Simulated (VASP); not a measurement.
Given:

```
CELL_PARAMETERS angstrom
      1.58000    -2.73664     0.00000
      1.58000     2.73664     0.00000
      0.00000     0.00000    12.30000
ATOMIC_POSITIONS crystal
  Mo 0.33333 0.66667 0.25000
  Mo 0.66667 0.33333 0.75000
  S  0.33333 0.66667 0.87900
  S  0.66667 0.33333 0.37900
  S  0.66667 0.33333 0.12100
  S  0.33333 0.66667 0.62100
```

These are LDA (Ceperley-Alder, Perdew-Zunger), VASP's LDA PAW potentials (set 64) (plane waves; VASP 6.6.1) values and carry that method's errors. Run with 520 eV cut-off, 9×9×2 Γ-centred mesh, Gaussian smearing of 0.050 eV, potentials Mo_sv S.

Energy and stress use the plane-wave basis of the starting cell.

### Question
The ions, cell shape and volume are relaxed. Give the cell that the relaxation ends in.

### Answer

```
CELL_PARAMETERS angstrom
      1.56185    -2.70521     0.00000
      1.56185     2.70521     0.00000
      0.00000     0.00000    12.06904
ATOMIC_POSITIONS crystal
  Mo 0.33333 0.66667 0.25000
  Mo 0.66667 0.33333 0.75000
  S  0.33333 0.66667 0.87876
  S  0.66667 0.33333 0.37876
  S  0.66667 0.33333 0.12124
  S  0.33333 0.66667 0.62124
```
Space group P6_3/mmc (194), at a tolerance of 0.03 Å.

### Question
How do energy and volume change from the first to the last step?

### Answer
The energy (σ→0) changes by -17.4 meV/atom and the volume by -4.1 %, in 15 ionic steps.

The compound is MoS2 in the 2H layered structure. This run relaxes it. Symmetry was kept, so distortions that lower it aren't found.
